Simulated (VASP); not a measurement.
NiMoIrPdW:

```
CELL_PARAMETERS angstrom
4.14670 0.00000 0.00000
-2.07335 3.59115 0.00000
0.00000 0.00000 5.41629
ATOMIC_POSITIONS crystal
Ni 0.00000 0.00000 0.02221
Mo 0.66667 0.33333 0.45996
Pd 0.33333 0.66667 0.74601
Ir 0.33333 0.66667 0.25641
W 0.66667 0.33333 0.99985
```

The cell was built by a generator and needn't be a form met in nature.

| Quantity | Value |
| --- | --- |
| Program | VASP 6.6.1 |
| Task | relaxation of cell and atoms |
| Functional | LDA |
| Potentials or basis | VASP PAW LDA potentials, release 64 (Ni, Mo_sv, Pd, Ir, W_sv) |
| Cutoff | 600 eV |
| k mesh | 7 × 7 × 5 |
| Occupations | fermi-dirac, width 0.05 eV |
| Spin | collinear spin, ferromagnetic start |
| Starting moments | [1.0, 1.0, 0.0, 0.6, 0.0] μB |

At the start: pressure -11.8 GPa; volume 16.13 Å³/atom.

Problem. How do energy, volume and symmetry change on relaxing?

Solution. Over 32 steps the energy falls by 35.4 meV/atom and the volume is 15.22 Å³/atom (-5.7 %); space group P3m1 (No. 156, to 0.05 Å); moment 0.00 μB per cell.

Step by step:
| step | energy change (eV) | largest force (eV/Å) | pressure (GPa) | volume (Å³) |
| --- | --- | --- | --- | --- |
| 1 | 0.0000 | 0.1572 | -11.84 | 80.66 |
| 2 | 1.0018 | 2.8581 | 45.40 | 67.53 |
| 3 | -0.1535 | 0.6052 | -0.66 | 76.88 |
| 4 | -0.1538 | 0.6349 | -0.11 | 76.73 |
| 5 | -0.1538 | 0.6496 | 0.15 | 76.65 |
| 6 | -0.1690 | 0.1019 | 0.36 | 76.24 |
| 7 | -0.1690 | 0.0951 | 0.36 | 76.23 |
| 8 | -0.1708 | 0.0958 | -0.73 | 76.48 |
| 9 | -0.1713 | 0.0683 | -0.39 | 76.40 |
| 10 | -0.1715 | 0.0761 | 0.58 | 76.12 |
| 11 | -0.1717 | 0.0558 | 0.16 | 76.24 |
| 12 | -0.1722 | 0.0614 | 0.11 | 76.25 |
| 13 | -0.1726 | 0.0967 | 0.03 | 76.26 |
| 14 | -0.1730 | 0.0846 | -0.07 | 76.28 |
| 15 | -0.1737 | 0.0718 | -0.33 | 76.33 |
| 16 | -0.1732 | 0.1991 | -0.84 | 76.42 |
| 17 | -0.1738 | 0.0892 | -0.48 | 76.36 |
| 18 | -0.1741 | 0.0971 | -0.33 | 76.30 |
| 19 | -0.1745 | 0.1201 | 0.16 | 76.15 |
| 20 | -0.1745 | 0.1258 | 0.29 | 76.11 |
| 21 | -0.1749 | 0.1107 | 0.27 | 76.10 |
| 22 | -0.1757 | 0.0653 | 0.21 | 76.09 |
| 23 | -0.1761 | 0.0560 | 0.06 | 76.07 |
| 24 | -0.1761 | 0.0485 | 0.09 | 76.08 |
| 25 | -0.1767 | 0.0228 | -0.09 | 76.12 |
| 26 | -0.1768 | 0.0149 | -0.21 | 76.14 |
| 27 | -0.1768 | 0.0142 | -0.19 | 76.14 |
| 28 | -0.1768 | 0.0150 | 0.15 | 76.04 |
| 29 | -0.1768 | 0.0108 | 0.01 | 76.08 |
| 30 | -0.1768 | 0.0108 | 0.00 | 76.09 |
| 31 | -0.1768 | 0.0054 | -0.01 | 76.08 |
| 32 | -0.1768 | 0.0036 | 0.00 | 76.08 |

Final structure:
```cif
data_structure
_symmetry_space_group_name_H-M 'P 1'
_symmetry_Int_Tables_number 1
_cell_length_a 4.0750
_cell_length_b 4.0750
_cell_length_c 5.2904
_cell_angle_alpha 90.000
_cell_angle_beta 90.000
_cell_angle_gamma 120.000
_cell_volume 76.08
loop_
_atom_site_label
_atom_site_type_symbol
_atom_site_fract_x
_atom_site_fract_y
_atom_site_fract_z
_atom_site_occupancy
Ni1 Ni 0.00000 0.00000 0.00310 1
Mo1 Mo 0.66667 0.33333 0.47789 1
Pd1 Pd 0.33333 0.66667 0.74747 1
Ir1 Ir 0.33333 0.66667 0.25328 1
W1 W 0.66667 0.33333 0.00269 1
```
